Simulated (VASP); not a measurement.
Consider the following.

```xyz
1
Lattice="-1.6128 1.6128 1.6128 1.6128 -1.6128 1.6128 1.6128 1.6128 -1.6128" Properties=species:S:1:pos:R:3 pbc="T T T"
W      0.0000     0.0000     0.0000
```

These are PBE GGA with D4 dispersion, VASP's PBE PAW potentials (set 64) (plane waves; VASP) values and carry that method's errors. Run with 520 eV cut-off, 16×16×16 Γ-centred mesh, first-order Methfessel-Paxton smearing of 0.10 eV, potentials W_sv.

Unless said otherwise, spin-orbit coupling is left out, though it shifts the bands of the heavy elements here.

Question: What does the run give for the energy per atom (σ→0), pressure, band gap (on the k-mesh) with the smallest direct gap where there is one?

Answer: 
```
Item                                                         Value
------------------------  ----------------------------------------
band gap (on the k-mesh)  none (metal, semimetal or under 0.01 eV)
energy per atom (σ→0)                              -13.619 eV/atom
pressure                                               -168.5 kbar
```

Total energies compare only between runs with the same potentials, cut-off and functional.

The compound is W in the bcc structure. This cell is one point of a volume scan, at 1.06 of the reference volume.
